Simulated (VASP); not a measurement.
Data:

```yaml
crystal:
  lattice:
    - [0.00000, 2.42767, 2.42767]
    - [2.42767, 0.00000, 2.42767]
    - [2.42767, 2.42767, 0.00000]
  atoms:
    - { symbol: Y, position: [0.00000, 0.00000, 0.00000] }
    - { symbol: N, position: [0.50000, 0.50000, 0.50000] }
```

These are HSEsol screened hybrid, VASP's PBE PAW potentials (set 64) (plane waves; VASP) values and carry that method's errors. Numerical set-up: 520 eV cut-off, 8×8×8 Γ-centred mesh, Gaussian smearing of 0.050 eV, potentials Y_sv N.

Question: What does the run give for the energy per atom (σ→0), band gap (on the k-mesh) with the smallest direct gap where there is one?

Answer: 
```yaml
band gap (on the k-mesh): 0.99 eV
smallest direct gap (on the k-mesh): 1.44 eV
energy per atom (σ→0): -10.995 eV/atom
```

The absolute energy has meaning only against runs of the same code, potentials and settings.

The compound is YN in the rock salt structure. This cell is one point of a volume scan, at 0.97 of the reference volume. The cell's shape comes from a PBE relaxation.
